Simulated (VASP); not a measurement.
Consider the following.

```yaml
crystal:
  lattice:
    - [4.44355, 0.00000, 0.00000]
    - [-2.22178, 3.84823, 0.00000]
    - [0.00000, 0.00000, 7.25984]
  atoms:
    - { symbol: Cd, position: [0.66667, 0.33333, 0.48386] }
    - { symbol: Cd, position: [0.00000, 0.00000, 0.01500] }
    - { symbol: Te, position: [0.00000, 0.00000, 0.62786] }
    - { symbol: Se, position: [0.66667, 0.33333, 0.12129] }
```

All values below come from PBEsol GGA with spin-orbit coupling, VASP's PBE PAW potentials (set 64) (plane waves; VASP 6.6.1). Settings: 400 eV cut-off, 5×5×3 Γ-centred mesh, Gaussian smearing of 0.050 eV, potentials Cd Te Se.

The path is coarsely sampled, so an indirect gap can come out somewhat too large.

What does the run give for the energy per atom (σ→0), band gap (over mesh and band path) with the smallest direct gap where there is one?

```
Property                                               Result
---------------------------------------------  --------------
band gap (over mesh and band path)                    0.02 eV
smallest direct gap (over mesh and band path)         0.05 eV
energy per atom (σ→0)                          -2.935 eV/atom
```

Total energies compare only between runs with the same potentials, cut-off and functional.

The structure comes from a computed database's Cd2TeSe entry (P3m1); how it stands against other phases isn't given here. It was relaxed first.
